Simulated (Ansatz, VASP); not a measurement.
# Si9Ge55 (Si0.14Ge0.86, diamond-type random alloy): VASP beside Ansatz

Wanted: the spread between two codes on one cell, functional and k mesh. The cell is invented: As first built, before any earlier steps moved the atoms (in the runner's words): 2x2x2 conventional cells of the Ge type (64 atoms: 9 Si, 55 Ge); Ge/Si share their sites, the best of 600 random draws by like-pair counts in two shells; start lattice by linear mixing of the end members' cells; atoms moved at random by 0.02 A. It may not be a known or stable phase. The structure shown is the end of the Ansatz relaxation below.

Calculated with Ansatz 0.2.0; plane waves, with VASP 6.6.1 beside it; single point at LDA.

### Step 1. The structure

The cell holds 64 atoms: 9 Si and 55 Ge. Its edges and angles: a = 11.168 Å, b = 11.169 Å, c = 11.168 Å, α = 90.0°, β = 90.0°, γ = 90.0°. It derives from Ge (Ge type, space group 227), repeated 2×2×2. As first built, before any earlier steps moved the atoms (in the runner's words): 2x2x2 conventional cells of the Ge type (64 atoms: 9 Si, 55 Ge); Ge/Si share their sites, the best of 600 random draws by like-pair counts in two shells; start lattice by linear mixing of the end members' cells; atoms moved at random by 0.02 A.

### Step 2. Ansatz: relaxation, LDA

Ansatz runs on its default PAW (the set named soft_2) files.

This run makes the geometry at which the two programs are then compared.

input.yaml

```yaml
crystal:
  lattice:
    - [11.25104, 0.0, 0.0]
    - [0.0, 11.25104, 0.0]
    - [0.0, 0.0, 11.25104]
  atoms:
    - { symbol: Si, position: [0.37499, 0.87436, 0.37508] }
    - { symbol: Si, position: [0.99833, 0.49743, 0.74892] }
    - { symbol: Si, position: [0.37218, 0.87672, 0.87268] }
    - { symbol: Si, position: [0.49795, 0.25384, 0.9986] }
    - { symbol: Si, position: [0.7463, 0.49775, 0.99542] }
    - { symbol: Si, position: [0.874, 0.62626, 0.1232] }
    - { symbol: Si, position: [0.50027, 0.50066, 0.75128] }
    - { symbol: Si, position: [0.62532, 0.62693, 0.87223] }
    - { symbol: Si, position: [0.74992, 0.50065, 0.4958] }
    - { symbol: Ge, position: [0.00155, 0.00158, 0.24953] }
    - { symbol: Ge, position: [0.12674, 0.37879, 0.12757] }
    - { symbol: Ge, position: [7.0e-05, 0.24965, 0.0005] }
    - { symbol: Ge, position: [0.1222, 0.12406, 0.37461] }
    - { symbol: Ge, position: [0.24855, 0.00084, 0.99745] }
    - { symbol: Ge, position: [0.3757, 0.37265, 0.37676] }
    - { symbol: Ge, position: [0.24925, 0.24872, 0.24987] }
    - { symbol: Ge, position: [0.3768, 0.12396, 0.12595] }
    - { symbol: Ge, position: [0.00025, 0.99732, 0.75045] }
    - { symbol: Ge, position: [0.12419, 0.37576, 0.62677] }
    - { symbol: Ge, position: [0.99841, 0.24957, 0.49984] }
    - { symbol: Ge, position: [0.12406, 0.12608, 0.87251] }
    - { symbol: Ge, position: [0.25056, 0.99895, 0.50005] }
    - { symbol: Ge, position: [0.3738, 0.37276, 0.87468] }
    - { symbol: Ge, position: [0.2503, 0.25134, 0.75145] }
    - { symbol: Ge, position: [0.37413, 0.12572, 0.62905] }
    - { symbol: Ge, position: [0.99917, 0.50308, 0.24619] }
    - { symbol: Ge, position: [0.12677, 0.87472, 0.12556] }
    - { symbol: Ge, position: [0.99705, 0.75091, 0.99954] }
    - { symbol: Ge, position: [0.12487, 0.62371, 0.3718] }
    - { symbol: Ge, position: [0.24755, 0.49977, 0.99965] }
    - { symbol: Ge, position: [0.25068, 0.74857, 0.24854] }
    - { symbol: Ge, position: [0.37739, 0.62646, 0.12705] }
    - { symbol: Ge, position: [0.12641, 0.8745, 0.62628] }
    - { symbol: Ge, position: [0.99766, 0.75207, 0.50164] }
    - { symbol: Ge, position: [0.124, 0.62816, 0.87771] }
    - { symbol: Ge, position: [0.25041, 0.50024, 0.50216] }
    - { symbol: Ge, position: [0.24767, 0.75106, 0.75048] }
    - { symbol: Ge, position: [0.37266, 0.62215, 0.62454] }
    - { symbol: Ge, position: [0.50151, 0.00175, 0.2518] }
    - { symbol: Ge, position: [0.62422, 0.37611, 0.12363] }
    - { symbol: Ge, position: [0.62178, 0.125, 0.37906] }
    - { symbol: Ge, position: [0.75677, 0.99928, 0.99875] }
    - { symbol: Ge, position: [0.87462, 0.37472, 0.37329] }
    - { symbol: Ge, position: [0.75163, 0.24837, 0.25038] }
    - { symbol: Ge, position: [0.8738, 0.12424, 0.12621] }
    - { symbol: Ge, position: [0.50142, 0.99944, 0.74668] }
    - { symbol: Ge, position: [0.62399, 0.37457, 0.62566] }
    - { symbol: Ge, position: [0.50072, 0.25128, 0.49995] }
    - { symbol: Ge, position: [0.62446, 0.12544, 0.87287] }
    - { symbol: Ge, position: [0.75056, 0.99941, 0.50165] }
    - { symbol: Ge, position: [0.87843, 0.37448, 0.87767] }
    - { symbol: Ge, position: [0.74905, 0.2511, 0.74829] }
    - { symbol: Ge, position: [0.87472, 0.12603, 0.62874] }
    - { symbol: Ge, position: [0.50134, 0.4988, 0.25213] }
    - { symbol: Ge, position: [0.62559, 0.87577, 0.12449] }
    - { symbol: Ge, position: [0.50504, 0.7523, 0.99899] }
    - { symbol: Ge, position: [0.62512, 0.62599, 0.37673] }
    - { symbol: Ge, position: [0.87417, 0.87403, 0.37425] }
    - { symbol: Ge, position: [0.7493, 0.74827, 0.24985] }
    - { symbol: Ge, position: [0.62542, 0.87507, 0.62357] }
    - { symbol: Ge, position: [0.50036, 0.75271, 0.49814] }
    - { symbol: Ge, position: [0.87232, 0.87182, 0.8734] }
    - { symbol: Ge, position: [0.75, 0.74985, 0.75103] }
    - { symbol: Ge, position: [0.87822, 0.62641, 0.62477] }
kpoints:
  mp_grid: { grid: [2, 2, 2], shift: [0.5, 0.5, 0.5] }
hamiltonian:
  xc: lda
scf:
  occupations: { method: fermi_dirac, width: 0.01 }
output:
  forces: true
  stress: true
relax:
  f_tol: 0.02
  max_steps: 45
  cell: { stress_tol: 0.1 }
```

On the command line:

```console
$ ansatz run input.yaml --threads 32 --pin off --max-ram 143360MiB --backend cuda --events-out ev --progress --plain --runs-dir out
```

Numbers of over 12 decimals in the logs are rounded to 6 here.

The program printed:

```text
Engine: ansatz 0.2.0, aarch64-unknown-linux-gnu
Pseudopotentials: kind: paw
Pseudopotential: Si, paw, valence charge 4, recommended cutoff 420 eV (normal), Si.paw.azcp
Pseudopotential: Ge, paw, valence charge 14, recommended cutoff 420 eV (normal), Ge.paw.azcp
device memory: the entry about to start is reckoned to put 19.2 GiB on a device that reports 182.5 GiB free
GPU FFT provider: cuFFT
GPU libraries: cuBLAS 13.8.1, cuFFT 12.4.0, cuSOLVER 12.3.2
GPU matrix products: emulated (plane waves: as basis.precision tells), large ones in fixed point in workspaces of 1.00 GiB
Crystal: 64 atoms, lattice volume = 1424.223 Å³
Basis set: ecut = 420 eV, 27825 PW (Γ)
Bands: 484, of which v1, the nominal top of the filled ones, is band 403 counted from 1 (402 counted from 0)
k-points: 4 of 8 (time reversal used)
PAW frozen core: Si, regenerated for the run's functional, and the local potential with it (the file was generated under x = pbe(κ = 0.804, μ = 0.219515), c = pbe(β = 0.066725))
PAW frozen core: Ge, regenerated for the run's functional, and the local potential with it (the file was generated under x = pbe(κ = 0.804, μ = 0.219515), c = pbe(β = 0.066725))
GPU buffer pool allocated for 512000 grid points (all kernels)
GPU transforms: local potential and band sums: pruned to the plane-wave sphere, on 75×75×75
relax step   1: F+E_penalty+E_count = -237341.07209560 eV  Δ(F+E_penalty+E_count) = +0.000e0 eV  max|allowed force component| = 8.617e-1 eV/Å  Δτ_max = 0.0000 Å  P = -1.478 GPa  Ω = 1424.223 Å³  (9 SCF iters, dr2 threshold 1.00e-7 eV, accepted)
[...]
relax step   2: F+E_penalty+E_count = -237341.89489713 eV  Δ(F+E_penalty+E_count) = -8.228e-1 eV  max|allowed force component| = 1.133e-1 eV/Å  Δτ_max = 0.0875 Å  P = -0.051 GPa  Ω = 1394.043 Å³  energy of the carried Pulay correction = +5.317e-3 eV  (7 SCF iters, dr2 threshold 6.40e-6 eV, accepted)
[...]
relax step   3: F+E_penalty+E_count = -237341.91556217 eV  Δ(F+E_penalty+E_count) = -2.067e-2 eV  max|allowed force component| = 1.132e-2 eV/Å  Δτ_max = 0.0181 Å  P = -0.004 GPa  Ω = 1393.148 Å³  energy of the carried Pulay correction = +5.476e-3 eV  (6 SCF iters, dr2 threshold 8.02e-7 eV, accepted)
[...]
relax step   4: F+E_penalty+E_count = -237341.91693452 eV  Δ(F+E_penalty+E_count) = -1.372e-3 eV  max|allowed force component| = 1.722e-3 eV/Å  Δτ_max = 0.0026 Å  P = +0.000 GPa  Ω = 1393.079 Å³  energy of the carried Pulay correction = +5.489e-3 eV  (6 SCF iters, dr2 threshold 4.54e-8 eV, accepted)
[...]
relax step   5: F+E_penalty+E_count = -237341.91145888 eV  Δ(F+E_penalty+E_count) = +5.476e-3 eV  max|allowed force component| = 1.731e-3 eV/Å  Δτ_max = 0.0000 Å  P = +0.001 GPa  Ω = 1393.079 Å³  stress off target by 2.99e-3 GPa  SCF on the basis re-selected at this cell (its energy is not comparable with the rows above)  (5 SCF iters)
basis re-selected at this cell: Δ(F+E_penalty+E_count) = +5.476e-3 eV, ΔP = +0.001 GPa vs the last step (what re-selecting the basis moved, of the pressure what is left beyond the Pulay correction that the steps carried, after the strain that the cell walked since its last selection, with what the two solves' SCF thresholds leave and, on support functions, any second-order correction that the steps lacked; it is no measure of the basis error at this ecutwfc). The dense FFT grid was sized anew with the basis: this SCF ran on 75×75×75 points, the steps before it on 80×80×80, so part of this shift can come from that change (see relax.cell in the input reference). [rest of the remark cut]
SCF converged after 5 iterations
Free energy (F): -237341.911459 eV
Internal energy: -237341.911459 eV  (E = F + TS)
E sigma→0 (E₀):  -237341.911459 eV
Fermi energy:    8.325531 eV
--- Forces (eV/Å), atoms counted from 1 ---
  max |Σ_I F_I| component: 1.22e-4 eV/Å
--- Stress (GPa, compression-positive) ---
        0.002726       0.001136       0.000097
        0.001136      -0.001854      -0.000672
        0.000097      -0.000672       0.001482
  P = ⅓ Tr σ = 0.0008 GPa (0.008 kbar)
--- Band table (eV) ---
--- Relaxed structure (4 steps of the walk, 4 accepted, 1 SCFs on fresh bases) ---
  F+E_penalty+E_count = -237341.91145888 eV   max|allowed force component| = 1.731e-3 eV/Å   (the final SCF, on the basis selected at the relaxed cell)
  cell:  # Å, volume = 1393.0789 Å³
    - [11.168337, -0.000397971, -0.000658744]
    - [-0.000397971, 11.168516, -0.000251413]
    - [-0.000658744, -0.000251413, 11.168420]
  atoms:
    [... one line an atom ...]
```

### Step 3. VASP: single point, LDA

The same cell, functional (in two slightly different forms), mesh and smearing now go to VASP, with its own data sets.

Lines of VASP's logs that name or quote its potential files are left out, and so is its time.

INCAR

```
SYSTEM = Si9Ge55
PREC = Accurate
ENCUT = 410
EDIFF = 1E-06
NELM = 120
ISMEAR = -1
SIGMA = 0.01
LREAL = Auto
ALGO = Normal
GGA = CA
NBANDS = 472
LORBIT = 11
LWAVE = .FALSE.
LCHARG = .FALSE.
ISIF = 2
ISYM = 0
LASPH = .TRUE.
GGA_COMPAT = .FALSE.
EFERMI = MIDGAP
KPAR = 4
```

POSCAR

```
Si9Ge55
1.0
   11.1683370000     -0.0003980000     -0.0006590000
   -0.0003980000     11.1685160000     -0.0002510000
   -0.0006590000     -0.0002510000     11.1684200000
Si Ge
9 55
Direct
    0.3752400000      0.8748300000      0.3748500000
    0.9990300000      0.5004300000      0.7499800000
    0.3754100000      0.8739900000      0.8749600000
    0.5007000000      0.2513500000      0.9996900000
    0.7490500000      0.5034500000      0.9987400000
    0.8718900000      0.6230600000      0.1221400000
    0.5031000000      0.5017500000      0.7523000000
    0.6249000000      0.6220500000      0.8754200000
    0.7496200000      0.5004400000      0.5009300000
    0.0001800000      0.0001100000      0.2495800000
    0.1243900000      0.3758100000      0.1249300000
    0.9993500000      0.2513400000      0.9992600000
    0.1253600000      0.1251900000      0.3749500000
    0.2524500000      0.9981700000      0.9979200000
    0.3748600000      0.3752100000      0.3749600000
    0.2501700000      0.2501200000      0.2490300000
    0.3772000000      0.1265400000      0.1226200000
    0.9998900000      0.9995700000      0.7499000000
    0.1229800000      0.3772100000      0.6274900000
    0.9995600000      0.2513900000      0.5001600000
    0.1255000000      0.1251200000      0.8749700000
    0.2519200000      0.9982800000      0.4979300000
    0.3796300000      0.3757200000      0.8746700000
    0.2507300000      0.2512700000      0.7502100000
    0.3749200000      0.1246400000      0.6249900000
    0.9967500000      0.5023300000      0.2476600000
    0.1254300000      0.8743300000      0.1244600000
    0.9976400000      0.7471200000      0.0015000000
    0.1248200000      0.6256400000      0.3743500000
    0.2504500000      0.4999300000      0.9990600000
    0.2520400000      0.7519900000      0.2515200000
    0.3754400000      0.6262000000      0.1243700000
    0.1260800000      0.8745500000      0.6248700000
    0.9993900000      0.7490500000      0.5009900000
    0.1229500000      0.6235200000      0.8732100000
    0.2499400000      0.5005700000      0.5013300000
    0.2515900000      0.7509000000      0.7521400000
    0.3777600000      0.6240700000      0.6279700000
    0.4982300000      0.9982100000      0.2509400000
    0.6256100000      0.3762600000      0.1202300000
    0.6242500000      0.1251200000      0.3749000000
    0.7490200000      0.0006100000      0.0001000000
    0.8722900000      0.3776600000      0.3762700000
    0.7489200000      0.2513000000      0.2491500000
    0.8748300000      0.1257400000      0.1249100000
    0.4979700000      0.9987000000      0.7524100000
    0.6250200000      0.3797100000      0.6255400000
    0.5005000000      0.2513100000      0.5011500000
    0.6226500000      0.1272100000      0.8766100000
    0.7496000000      0.9995700000      0.5001900000
    0.8744000000      0.3801000000      0.8753200000
    0.7491300000      0.2523100000      0.7507500000
    0.8743200000      0.1257500000      0.6254900000
    0.5009500000      0.4999000000      0.2491200000
    0.6243000000      0.8735200000      0.1244000000
    0.5004300000      0.7490600000      0.9955000000
    0.6270200000      0.6235100000      0.3763800000
    0.8748400000      0.8739300000      0.3742800000
    0.7514000000      0.7470200000      0.2475800000
    0.6241200000      0.8743000000      0.6260000000
    0.4987700000      0.7509600000      0.4983100000
    0.8737400000      0.8737100000      0.8750600000
    0.7476500000      0.7460500000      0.7514400000
    0.8744100000      0.6212700000      0.6253800000
```

KPOINTS

```
Points of the shifted mesh
8
Reciprocal
 0.2500000000  0.2500000000  0.2500000000 1
 0.2500000000  0.2500000000  0.7500000000 1
 0.2500000000  0.7500000000  0.2500000000 1
 0.2500000000  0.7500000000  0.7500000000 1
 0.7500000000  0.2500000000  0.2500000000 1
 0.7500000000  0.2500000000  0.7500000000 1
 0.7500000000  0.7500000000  0.2500000000 1
 0.7500000000  0.7500000000  0.7500000000 1
```

Potentials, in the order of the species: Si and Ge_d (LDA family, release 64).

On the command line:

```console
$ mpirun -np 8 vasp_std
```

The program printed:

```text
[banner, memory and clock lines left out]
running    8 mpi-ranks, on    1 nodes
[...]
|                                                                             |
|           W    W    AA    RRRRR   N    N  II  N    N   GGGG   !!!           |
|           W    W   A  A   R    R  NN   N  II  NN   N  G    G  !!!           |
|           W    W  A    A  R    R  N N  N  II  N N  N  G       !!!           |
|           W WW W  AAAAAA  RRRRR   N  N N  II  N  N N  G  GGG   !            |
|           WW  WW  A    A  R   R   N   NN  II  N   NN  G    G                |
|           W    W  A    A  R    R  N    N  II  N    N   GGGG   !!!           |
|                                                                             |
|     For optimal performance we recommend to set                             |
|       NCORE = 2 up to number-of-cores-per-socket                            |
|     NCORE specifies how many cores store one orbital (NPAR=cpu/NCORE).      |
|     This setting can greatly improve the performance of VASP for DFT.       |
[...]
|     multi-core architectures or massively parallel machines. Do your        |
|     Unfortunately you need to use the default for GW and RPA                |
|     calculations (for HF NCORE is supported but not extensively tested      |
|     yet).                                                                   |
|                                                                             |

 LDA part: xc-table for (Slater(with rela. corr.)+CA(PZ))
 , standard interpolation
 POSCAR, INCAR and KPOINTS ok, starting setup
[...]
entering main loop
       N       E                     dE             d eps       ncg     rms          rms(c)
DAV:   1     0.135957682785E+05    0.13596E+05   -0.26508E+05  7824   0.399E+03
DAV:   2     0.276785214799E+04   -0.10828E+05   -0.10531E+05  7552   0.953E+02
DAV:   3     0.110929106912E+03   -0.26569E+04   -0.25129E+04  7792   0.276E+02
DAV:   4    -0.315419469829E+03   -0.42635E+03   -0.40481E+03  8512   0.110E+02
[...]
DAV:  15    -0.338937106859E+03    0.23927E-05   -0.10992E-05  7776   0.771E-02    0.299E-03
DAV:  16    -0.338937115890E+03   -0.90308E-05   -0.91057E-05  7504   0.334E-02    0.486E-03
DAV:  17    -0.338937116544E+03   -0.65417E-06   -0.83622E-07  4352   0.119E-02
   1 F= -.33893712E+03 E0= -.33893712E+03  d E =-.907899E-17
```

OUTCAR, selected parts (step 3):

```text
  Total       -1.4288177     -1.4659326     -1.4403380      0.0078541     -0.0038467      0.0029516
  in kB       -1.6432805     -1.6859662     -1.6565300      0.0090330     -0.0044241      0.0033947
  external PRESSURE =      -1.6619256 kB  Pullay stress =       0.0000000 kB

 POSITION                                       TOTAL-FORCE (eV/Angst)
 -----------------------------------------------------------------------------------
      4.19021      9.77031      4.18602         0.000494     -0.000697     -0.000929
     11.15681      5.58847      8.37531         0.000221      0.000073     -0.000175
      4.19178      9.76080      9.77145         0.000051     -0.000145     -0.000610
      5.59123      2.80676     11.16456         0.000364      0.000950     -0.001306
      8.36478      5.62224     11.15373        -0.000587      0.006821      0.001084
      9.73723      6.95828      1.36338        -0.003179     -0.003343     -0.003181
      5.61809      5.60341      8.40154         0.003257      0.002070      0.002753
      6.97827      6.94691      9.77649        -0.000512     -0.008670     -0.000121
      8.37148      5.58875      5.59398        -0.000088     -0.000499      0.000845
      0.00185      0.00117      2.78741        -0.001372     -0.001106      0.000401
      1.38900      4.19716      1.39509        -0.000782      0.000298     -0.000841
     11.16032      2.80645     11.15943         0.001001     -0.002637      0.000681
      1.39977      1.39804      4.18749         0.000386      0.000242     -0.000114
      2.81839     11.14773     11.14477         0.001806     -0.003017     -0.000761
[...]
-----------------------------------------------------------------------------------
    total drift:                                0.009207     -0.005138     -0.007126

  FREE ENERGIE OF THE ION-ELECTRON SYSTEM (eV)
  ---------------------------------------------------
  free  energy   TOTEN  =      -338.9371165439 eV

  energy  without entropy=     -338.9371165439  energy(sigma->0) =     -338.93711654

[... 2 further parts left out ...]
```

The run ends at a pressure of -0.17 GPa, with forces up to 0.0094 eV/Å.

### Step 4. Side by side

Known differences besides the potentials themselves: the two LDA forms differ slightly; the cutoff is 420 eV in Ansatz and 410 eV in VASP (PREC = Accurate, projectors in real space); VASP's log shows a relativistic correction to its local exchange, Ansatz's none. Total energies have different zeros and are not compared.

Compared:

```csv
quantity,Ansatz,VASP,difference
gap on the k mesh (eV),0.758,0.779,-0.020
```

A gap on the mesh is an upper bound, since the band edges may lie between its points.

### Step 5. What came out

```json
{
  "difference in gap on the k mesh (single point, LDA)": "-0.020 eV"
}
```

What this shows: The difference in gap on the k mesh is -0.020 eV (single point, LDA), within the 0.08 eV picked in this series as the mark of a large difference. Such differences can come from data sets, numerical settings and the points named under the comparisons, not from the functional's error against experiment.

[Lines on the potential files, build, host, timing and source positions are cut from VASP's logs without a mark.]

[Logs are printed without paths, hosts, clocks, repeated set-up lines and the standing remarks that a program may print on its own settings, such as how far it seeks lower states.]

[Hosts, paths, dates, database ids (printed as entryN), source tags and the programs' standing remarks are cut or masked in the printed files.]
